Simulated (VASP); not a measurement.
# Al2GaP3 (Cmc2_1) in VASP: further runs

Runs on Al2GaP3. Level: PBE. Tasks: relaxation of cell and atoms.

All numbers are computed with VASP 6.6.1; they aren't measurements. Logs are shortened: lines on timing, memory, paths and dates and some standing lists are left out, and cuts for length are marked.

## Step 1: The structure

The structure is orthorhombic, space group Cmc2_1 (No. 36). The conventional cell has a = 11.660 Å, b = 6.732 Å, c = 6.383 Å, α = 90.00°, β = 90.00°, γ = 90.00°. Al (site symmetry 1) is surrounded by 4 P at 2.38 to 2.39 Å. Ga (site symmetry m) has 4 P at 2.38 to 2.40 Å as nearest neighbours. Around P (site symmetry 1) lie 3 Al at 2.38 to 2.39 Å and 1 Ga at 2.38 Å. P (site symmetry m) has 2 Al at 2.38 Å and 2 Ga at 2.38 to 2.40 Å as nearest neighbours.

The cell was built by a generator and needn't be a form met in nature.

## Step 2: Relaxation of cell and atoms, PBE

INCAR

```
PREC = Accurate
ENCUT = 520
EDIFF = 1E-6
ISMEAR = 0
SIGMA = 0.03
LREAL = F
LASPH = T
NELM = 120
ALGO = Normal
ISIF = 3
LWAVE = F
LCHARG = F
GGA = PE
IBRION = 2
NSW = 90
EDIFFG = -0.01
KPAR = 4
```

KPOINTS

```
regular mesh
0
Gamma
  4 4 4
```

POSCAR

```
Al2GaP3
1.0
    5.8300000000     -3.3660000000      0.0000000000
    5.8300000000      3.3660000000      0.0000000000
    0.0000000000      0.0000000000      6.3830000000
Al Ga P
4 2 6
Direct
    0.5000285900      0.1666952500      0.0001566700
    0.8333047500      0.4999714100      0.0001566700
    0.4999714100      0.8333047500      0.5001566700
    0.1666952500      0.5000285900      0.5001566700
    0.1665181200      0.8334818800      0.0000000000
    0.8334818800      0.1665181200      0.5000000000
    0.5001199600      0.8331562000      0.1250195800
    0.1668438000      0.4998800400      0.1250195800
    0.8330362400      0.1669637600      0.1245495800
    0.4998800400      0.1668438000      0.6250195800
    0.8331562000      0.5001199600      0.6250195800
    0.1669637600      0.8330362400      0.6245495800
```

Potentials or basis: VASP PAW PBE potentials, release 64 (Al, Ga_d, P).

On the command line:

```bash
$ cat potpaw_PBE.64/Al/POTCAR potpaw_PBE.64/Ga_d/POTCAR potpaw_PBE.64/P/POTCAR > POTCAR
$ mpirun -np 4 vasp_std > vasp.out
```

OUTCAR:

```text
PREC = Accurate
   ENCUT = 520
   EDIFF = 1E-6
   ISMEAR = 0
   LREAL = F
   LASPH = T
   NELM = 120
   ISIF = 3
   GGA = PE
   IBRION = 2
   NSW = 90
   EDIFFG = -0.01

 ion  position               nearest neighbor table
   1  0.500  0.167  0.000-   9 2.38   8 2.38   7 2.38  10 2.39
   2  0.833  0.500  0.000-   9 2.38   7 2.38   8 2.38  11 2.39
   3  0.500  0.833  0.500-  12 2.38  11 2.38  10 2.38   7 2.39
   4  0.167  0.500  0.500-  12 2.38  10 2.38  11 2.38   8 2.39
   5  0.167  0.833  0.000-   9 2.38   8 2.38   7 2.38  12 2.40
   6  0.833  0.167  0.500-  12 2.38  11 2.38  10 2.38   9 2.40
   7  0.500  0.833  0.125-   2 2.38   5 2.38   1 2.38   3 2.39
   8  0.167  0.500  0.125-   1 2.38   5 2.38   2 2.38   4 2.39
   9  0.833  0.167  0.125-   1 2.38   2 2.38   5 2.38   6 2.40
  10  0.500  0.167  0.625-   4 2.38   6 2.38   3 2.38   1 2.39
  11  0.833  0.500  0.625-   3 2.38   6 2.38   4 2.38   2 2.39
  12  0.167  0.833  0.625-   3 2.38   4 2.38   6 2.38   5 2.40

  LATTYP: Found a base centered orthorhombic cell.
 ALAT       =     6.7320000000
 B/A-ratio  =     1.7320261438
 C/A-ratio  =     0.9481580511

  Lattice vectors:

 A1 = (  -5.8300000000,  -3.3660000000,   0.0000000000)
 A2 = (   5.8300000000,  -3.3660000000,   0.0000000000)
 A3 = (   0.0000000000,   0.0000000000,   6.3830000000)

Analysis of symmetry for initial positions (statically):
=====================================================================
 Subroutine PRICEL returns:
 Original cell was already a primitive cell.

 Routine SETGRP: Setting up the symmetry group for a
 base centered orthorhombic supercell.

 Subroutine GETGRP returns: Found  4 space group operations
 (whereof  2 operations were pure point group operations)
 out of a pool of  8 trial point group operations.

The static configuration has the point symmetry C_1h.
 The point group associated with its full space group is C_2v.

Analysis of symmetry for dynamics (positions and initial velocities):
=====================================================================
 Subroutine PRICEL returns:
 Original cell was already a primitive cell.

 Routine SETGRP: Setting up the symmetry group for a
 base centered orthorhombic supercell.

 Subroutine GETGRP returns: Found  4 space group operations
 (whereof  2 operations were pure point group operations)
 out of a pool of  8 trial point group operations.

The dynamic configuration has the point symmetry C_1h.
 The point group associated with its full space group is C_2v.

 Subroutine INISYM returns: Found  4 space group operations
 (whereof  2 operations are pure point group operations),
 and found     1 'primitive' translations

----------------------------------------------------------------------------------------

                                     Primitive cell

  volume of cell :     250.5172

  direct lattice vectors                    reciprocal lattice vectors
     5.830000000 -3.366000000  0.000000000     0.085763293 -0.148544266  0.000000000
     5.830000000  3.366000000  0.000000000     0.085763293  0.148544266  0.000000000
     0.000000000  0.000000000  6.383000000     0.000000000  0.000000000  0.156666144

  length of vectors
     6.731928104  6.731928104  6.383000000     0.171524755  0.171524755  0.156666144

  position of ions in fractional coordinates (direct lattice)
     0.500028590  0.166695250  0.000156670
     0.833304750  0.499971410  0.000156670
     0.499971410  0.833304750  0.500156670
     0.166695250  0.500028590  0.500156670
     0.166518120  0.833481880  0.000000000
     0.833481880  0.166518120  0.500000000
     0.500119960  0.833156200  0.125019580
     0.166843800  0.499880040  0.125019580
     0.833036240  0.166963760  0.124549580
     0.499880040  0.166843800  0.625019580
     0.833156200  0.500119960  0.625019580
     0.166963760  0.833036240  0.624549580

  ion indices of the primitive-cell ions
   primitive index   ion index
                 1           1
                 2           2
                 3           3
                 4           4
                 5           5
                 6           6
                 7           7
                 8           8
                 9           9
                10          10
                11          11
                12          12

----------------------------------------------------------------------------------------

 KPOINTS: regular mesh

Automatic generation of k-mesh.
 Grid dimensions read from file:
 generate k-points for:    4    4    4

 Generating k-lattice:

  Cartesian coordinates                     Fractional coordinates (reciprocal lattice)
     0.021440823 -0.037136067  0.000000000     0.250000000  0.000000000  0.000000000
     0.021440823  0.037136067  0.000000000     0.000000000  0.250000000  0.000000000
     0.000000000  0.000000000  0.039166536     0.000000000  0.000000000  0.250000000

  Length of vectors
     0.042881189  0.042881189  0.039166536

  Shift w.r.t. Gamma in fractional coordinates (k-lattice)
     0.000000000  0.000000000  0.000000000

 Subroutine IBZKPT returns following result:
 ===========================================

 Found     21 irreducible k-points:

 Following reciprocal coordinates:
            Coordinates               Weight
  0.000000  0.000000  0.000000      1.000000
  0.250000  0.000000  0.000000      4.000000
  0.500000  0.000000  0.000000      2.000000
  0.250000  0.250000  0.000000      2.000000
  0.500000  0.250000  0.000000      4.000000
 -0.250000  0.250000  0.000000      2.000000
[... 13 lines left out ...]
 -0.250000  0.250000  0.500000      2.000000
  0.500000  0.500000  0.500000      1.000000
   k-points           NKPTS =     21   k-points in BZ     NKDIM =     21   number of bands    NBANDS=     41
   number of dos      NEDOS =    301   number of ions     NIONS =     12
   total plane-waves  NPLWV = 120000
   dimension x,y,z NGX =    50 NGY =   50 NGZ =   48
   dimension x,y,z NGXF=   100 NGYF=  100 NGZF=   96
   ions per type =               4   2   6
   NGX,Y,Z   is equivalent  to a cutoff of  12.35, 12.35, 12.50 a.u.
   NGXF,Y,Z  is equivalent  to a cutoff of  24.70, 24.70, 25.00 a.u.
 SYSTEM =  unknown system
   PREC   = accura    normal or accurate (medium, high low for compatibility)
   ISTART =      0    job   : 0-new  1-cont  2-samecut
   ICHARG =      2    charge: 1-file 2-atom 10-const
   ISPIN  =      1    spin polarized calculation?
   LNONCOLLINEAR =      F non collinear calculations
   LSORBIT =      F    spin-orbit coupling
   LASPH  =      T    aspherical Exc in radial PAW
   ENCUT  =  520.0 eV  38.22 Ry    6.18 a.u.  12.52 12.52 11.87*2*pi/ulx,y,z
   NELM   =    120;   NELMIN=  2; NELMDL= -5     # of ELM steps
   EDIFF  = 0.1E-05   stopping-criterion for ELM
   LREAL  =      F    real-space projection
   EDIFFG = -.1E-01   stopping-criterion for IOM
   NSW    =     90    number of steps for IOM
   IBRION =      2    ionic relax: 0-MD 1-quasi-New 2-CG
   NFREE  =      1    steps in history (QN), initial steepest desc. (CG)
   ISIF   =      3    stress and relaxation
   ISYM   =      2    0-nonsym 1-usesym 2-fastsym
   POTIM  = 0.5000    time-step for ionic-motion
   TEBEG  =    0.0;   TEEND  =   0.0 temperature during run
   PSTRESS=    0.0 pullay stress
   NELECT =      68.0000    total number of electrons
   NUPDOWN=      -1.0000    fix difference up-down
   EMIN   =  10.00;   EMAX   =-10.00  energy-range for DOS
   EFERMI =   0.00;   METHOD = LEGACY
   ISMEAR =     0;   SIGMA  =   0.03  broadening in eV -4-tet -1-fermi 0-gaus
   EFERMI_NEDOS =   21; number of points for ismear=-14 and -15
   IALGO  =     38    algorithm
   IMIX   =      4    mixing-type and parameters
     AMIX     =   0.40;   BMIX     =  1.00
     AMIX_MAG =   1.60;   BMIX_MAG =  1.00
  volume/ion in A,a.u.               =      20.88       140.88
  Fermi-wavevector in a.u.,A,eV,Ry     =   1.059982  2.003076 15.286997  1.123563
  Thomas-Fermi vector in A             =   2.195347
   LORBIT       =      0    0 simple, 1 ext, 2 COOP (PROOUT), +10 PAW based schemes
   GGA     = PE    functional components
   LHFCALC =     F    Hartree Fock is set to
   AEXX    =    0.0000 exact exchange contribution
   IVDW    =     0    specifies the selected vdW correction
   LEPSILON=     F    determine dielectric tensor
   LRPA    =     F    only Hartree local field effects (RPA)
 conjugate gradient relaxation of ions
 non-spin polarized calculation
 Gauss-broadening in eV      SIGMA  =   0.03
  energy-cutoff  :      520.00
  volume of cell :      250.52
 maximum number of plane-waves:      6792
   NGX = 25   NGY = 25   NGZ = 23

--------------------------------------- Ionic step        1  -------------------------------------------

 number of electron      67.9999999 magnetization

 Free energy of the ion-electron system (eV)
  ---------------------------------------------------
  ext. energy  EPLUGINS =         0.00000000
  ---------------------------------------------------
  free energy    TOTEN  =       -59.66388926 eV

  energy without entropy =      -59.66388926  energy(sigma->0) =      -59.66388926

------------------------ aborting loop because EDIFF is reached ----------------------------------------

  FORCE on cell =-STRESS in cart. coord.  units (eV):
  Direction    XX          YY          ZZ          XY          YZ          ZX
  --------------------------------------------------------------------------------------
  -------------------------------------------------------------------------------------
  Total       -0.0107810     -0.0591134     -0.0911939      0.0000000      0.0000000      0.0000000
  in kB       -0.0689499     -0.3780584     -0.5832284      0.0000000      0.0000000      0.0000000
  external PRESSURE =      -0.3434122 kB  Pullay stress =       0.0000000 kB
[... 215 lines left out ...]
  energy  without entropy=      -59.6649811362  energy(sigma->0) =      -59.66498114

--------------------------------------- Ionic step        6  -------------------------------------------

 number of electron      68.0000001 magnetization

 Free energy of the ion-electron system (eV)
  ---------------------------------------------------
  ext. energy  EPLUGINS =         0.00000000
  ---------------------------------------------------
  free energy    TOTEN  =       -59.66502012 eV

  energy without entropy =      -59.66502012  energy(sigma->0) =      -59.66502012

 E-fermi :   4.6259     XC(G=0):  -9.3005

 val. band max:        4.4429812416   @ k =   0.0000   0.0000   0.0000
 cond. band min:       6.1966088765   @ k =   0.5000   0.5000   0.0000
 fundamental gap:      1.7536276349
 Fermi energy:         4.6258566819

 k-point     1 :       0.0000    0.0000    0.0000
  band No.  band energies     occupation
      1      -9.9300      2.00000
      2      -9.9132      2.00000
      3      -9.8963      2.00000
      4      -9.8959      2.00000
      5      -9.8806      2.00000
      6      -9.8632      2.00000
[... 952 lines left out ...]
  FREE ENERGIE OF THE ION-ELECTRON SYSTEM (eV)
  ---------------------------------------------------
  free  energy   TOTEN  =       -59.6650201241 eV

  energy  without entropy=      -59.6650201241  energy(sigma->0) =      -59.66502012

 reached required accuracy - stopping structural energy minimisation
```

It took 2.8 min on 4 MPI ranks of Intel Xeon Platinum 8488C (Sapphire Rapids), shared host; peak memory 0.47 GiB.

What came out:

```
Free energy                            : -59.6650 eV
Relaxed volume                         : 20.86 Å³/atom
Relaxed cell                           : a = 6.728 Å, b = 6.728 Å, c = 6.388 Å, α = 90.00°, β = 90.00°, γ = 59.99°
Space group after relaxing (to 0.05 Å) : Cmc2_1 (No. 36)
Energy gained by relaxing              : 0.1 meV/atom
Ionic steps                            : 6
Pressure after relaxing                : 0.0 GPa
Largest force after relaxing           : 0.007 eV/Å
Band gap on the k mesh                 : 1.75 eV, indirect (least direct gap 1.97 eV)
```

Forces in eV/Å, atoms in the order of the input:
```
Al  -0.004  0.003  0.002
Al   0.004  0.003  0.002
Al   0.004 -0.003  0.002
Al  -0.004 -0.003  0.002
Ga   0.000 -0.003 -0.006
Ga   0.000  0.003 -0.006
P   -0.004  0.002  0.003
P    0.004  0.002  0.003
P    0.000 -0.001 -0.003
P    0.004 -0.002  0.003
P   -0.004 -0.002  0.003
P    0.000  0.001 -0.003
```

Step by step:
```tsv
step	energy change (eV)	largest force (eV/Å)	pressure (GPa)	volume (Å³)
1	0.0000	0.0656	-0.03	250.52
2	-0.0008	0.0209	0.04	250.35
3	-0.0008	0.0241	0.04	250.33
4	-0.0011	0.0110	-0.02	250.48
5	-0.0011	0.0111	-0.03	250.50
6	-0.0011	0.0066	0.04	250.36
```

Final structure:
```xyz
12
Lattice="5.8268 -3.3632 0.0000 5.8268 3.3632 0.0000 0.0000 0.0000 6.3879" Properties=species:S:1:pos:R:3 pbc="T T T"
Al    3.8833   -1.1209    6.3872
Al    7.7703   -1.1209    6.3872
Al    7.7703    1.1209    3.1933
Al    3.8833    1.1209    3.1933
Ga    5.8268    2.2434    6.3831
Ga    5.8268   -2.2434    3.1891
P     7.7717    1.1194    0.8033
P     3.8819    1.1194    0.8033
P     5.8268   -2.2380    0.7942
P     3.8819   -1.1194    3.9972
P     7.7717   -1.1194    3.9972
P     5.8268    2.2380    3.9881
```

A k mesh can miss the band edges.

## Step 3: Relaxation of cell and atoms, PBE

INCAR

```
PREC = Accurate
ENCUT = 520
EDIFF = 1E-7
ISMEAR = 0
SIGMA = 0.03
LREAL = F
LASPH = T
NELM = 120
ALGO = Normal
ISIF = 3
LWAVE = F
LCHARG = F
GGA = PE
IBRION = 2
NSW = 60
EDIFFG = -0.005
POTIM = 0.3
KPAR = 4
```

KPOINTS is that of step 2.

POSCAR

```
Al2GaP3                                 
1.0
    5.8267873647     -3.3631522878      0.0000000000
    5.8267873647      3.3631522878      0.0000000000
    0.0000000000      0.0000000000      6.3878504292
  Al              Ga              P             
     4     2     6
Direct
     0.4998787524213992    0.1665787476977080    0.9999060012079650
     0.8334212523022921    0.5001212475786007    0.9999060012079650
     0.5001212475786007    0.8334212523022921    0.4999060012079650
     0.1665787476977080    0.4998787524213992    0.4999060012079650
     0.1664797729911801    0.8335202270088200    0.9992515986521854
     0.8335202270088200    0.1664797729911801    0.4992515986521853
     0.5004715392875216    0.8333182248966622    0.1257534066880501
     0.1666817751033379    0.4995284607124784    0.1257534066880501
     0.8327214277586940    0.1672785722413060    0.1243316655557897
     0.4995284607124784    0.1666817751033379    0.6257534066880501
     0.8333182248966622    0.5004715392875216    0.6257534066880501
     0.1672785722413060    0.8327214277586940    0.6243316655557898
```

Potentials or basis: VASP PAW PBE potentials, release 64 (Al, Ga_d, P).

On the command line:

```bash
$ cat potpaw_PBE.64/Al/POTCAR potpaw_PBE.64/Ga_d/POTCAR potpaw_PBE.64/P/POTCAR > POTCAR
$ mpirun -np 4 vasp_std > vasp.out
```

Wall time 3.5 min (4 MPI ranks of Intel Xeon Platinum 8488C (Sapphire Rapids), shared host); peak memory 0.46 GiB.

Results (log left out):

| Quantity | Value |
| --- | --- |
| Free energy | -59.6651 eV |
| Relaxed volume | 20.87 Å³/atom |
| Relaxed cell | a = 6.729 Å, b = 6.729 Å, c = 6.387 Å, α = 90.00°, β = 90.00°, γ = 59.98° |
| Space group after relaxing (to 0.05 Å) | Cmc2_1 (No. 36) |
| Energy gained by relaxing | 0.0 meV/atom |
| Ionic steps | 7 |
| Pressure after relaxing | 0.0 GPa |
| Band gap on the k mesh | 1.75 eV, indirect (least direct gap 1.97 eV) |

Forces in eV/Å, atoms in the order of the input:
```
Al   0.001  0.000  0.000
Al  -0.001  0.000  0.000
Al  -0.001  0.000  0.000
Al   0.001  0.000  0.000
Ga   0.000  0.002 -0.002
Ga   0.000 -0.002 -0.002
P    0.001  0.000  0.001
P   -0.001  0.000  0.001
P    0.000  0.001  0.000
P   -0.001  0.000  0.001
P    0.001  0.000  0.001
P    0.000 -0.001  0.000
```

Final structure:
```
CELL_PARAMETERS angstrom
5.82817 -3.36384 0.00000
5.82817 3.36384 0.00000
0.00000 0.00000 6.38693
ATOMIC_POSITIONS crystal
Al 0.49971 0.16661 0.00007
Al 0.83339 0.50029 0.00007
Al 0.50029 0.83339 0.50007
Al 0.16661 0.49971 0.50007
Ga 0.16655 0.83345 0.99898
Ga 0.83345 0.16655 0.49898
P 0.50032 0.83334 0.12585
P 0.16666 0.49968 0.12585
P 0.83274 0.16726 0.12408
P 0.49968 0.16666 0.62585
P 0.83334 0.50032 0.62585
P 0.16726 0.83274 0.62408
```

Levels at points of the mesh, in eV from the valence-band top:
| k point | band 32 | band 33 | band 34 | band 35 | band 36 | band 37 |
| --- | --- | --- | --- | --- | --- | --- |
| (0.00, 0.00, 0.00) | -0.13 | -0.01 | 0.00 | 1.97 | 2.28 | 2.30 |
| (0.50, 0.00, 0.00) | -0.99 | -0.94 | -0.91 | 1.78 | 3.07 | 3.50 |
| (0.50, 0.50, 0.00) | -0.99 | -0.94 | -0.92 | 1.75 | 3.15 | 3.54 |
| (0.00, 0.00, 0.50) | -0.55 | -0.55 | -0.55 | 2.41 | 2.41 | 3.01 |
| (0.50, 0.00, 0.50) | -1.73 | -1.72 | -1.72 | 2.04 | 2.04 | 3.08 |
| (0.50, 0.50, 0.50) | -1.75 | -1.73 | -1.73 | 2.06 | 2.06 | 3.05 |

A k mesh can miss the band edges. As with any semilocal functional, this PBE gap is likely too small.
